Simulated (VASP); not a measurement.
Here is the system:

```
CELL_PARAMETERS angstrom
      7.10724     0.00000     0.00000
      0.00000     1.48149     4.87450
      0.00000    -1.48149     4.87450
ATOMIC_POSITIONS crystal
  P  0.00000 0.24808 0.24808
  Pd 0.19732 0.86924 0.86924
  Pd 0.80268 0.86924 0.86924
  Pd 0.31550 0.14624 0.14624
  Pd 0.68450 0.14624 0.14624
  Pd 0.00000 0.56162 0.56162
  Pd 0.50000 0.44435 0.44435
```

Computed with PBEsol GGA, VASP's PBE PAW potentials (set 64) (plane waves; VASP). Numerical set-up: 400 eV cut-off, Gaussian smearing of 0.050 eV, potentials P Pd.

### Question
Give the energies of bands 23 to 36 at the high-symmetry points, in eV from the Fermi level.

### Answer

| band | Γ | Y | C0 | Z | A0 | T | S | R |
|---|---|---|---|---|---|---|---|---|
| 23 | -2.03 | -2.22 | -1.42 | -2.08 | -1.38 | -2.03 | -1.19 | -1.60 |
| 24 | -1.99 | -2.03 | -1.33 | -1.94 | -1.25 | -1.74 | -1.18 | -1.43 |
| 25 | -1.98 | -1.65 | -1.01 | -1.83 | -1.18 | -1.43 | -0.94 | -1.03 |
| 26 | -1.72 | -1.45 | -0.99 | -1.60 | -0.97 | -1.34 | -0.94 | -0.94 |
| 27 | -1.50 | -1.04 | -0.90 | -1.36 | -0.82 | -1.27 | -0.77 | -0.91 |
| 28 | -1.35 | -1.02 | -0.64 | -1.30 | -0.68 | -1.18 | -0.59 | -0.76 |
| 29 | -1.12 | -0.83 | -0.55 | -0.83 | -0.47 | -1.02 | -0.45 | -0.53 |
| 30 | -0.79 | -0.79 | -0.33 | -0.75 | -0.40 | -0.95 | -0.38 | -0.45 |
| 31 | -0.73 | -0.43 | -0.14 | -0.68 | -0.19 | -0.58 | -0.18 | -0.18 |
| 32 | -0.33 | -0.37 | -0.14 | -0.46 | 0.21 | -0.53 | -0.03 | 0.14 |
| 33 | -0.32 | -0.30 | 0.06 | -0.42 | 0.51 | -0.46 | 0.42 | 0.53 |
| 34 | -0.32 | -0.22 | 1.28 | -0.32 | 0.77 | -0.27 | 1.00 | 1.28 |
| 35 | 0.37 | -0.21 | 2.09 | 0.50 | 1.65 | 1.12 | 1.75 | 1.94 |
| 36 | 2.39 | -0.02 | 3.12 | 2.68 | 2.48 | 1.12 | 2.81 | 2.93 |

It has no gap at this level: it comes out as a metal or semimetal.

The structure comes from a computed database's PPd6 entry (Amm2); how it stands against other phases isn't given here. It was relaxed first, which changed the volume by -6 %. The electron count is odd and the run is not spin-polarised, which forces a metal.
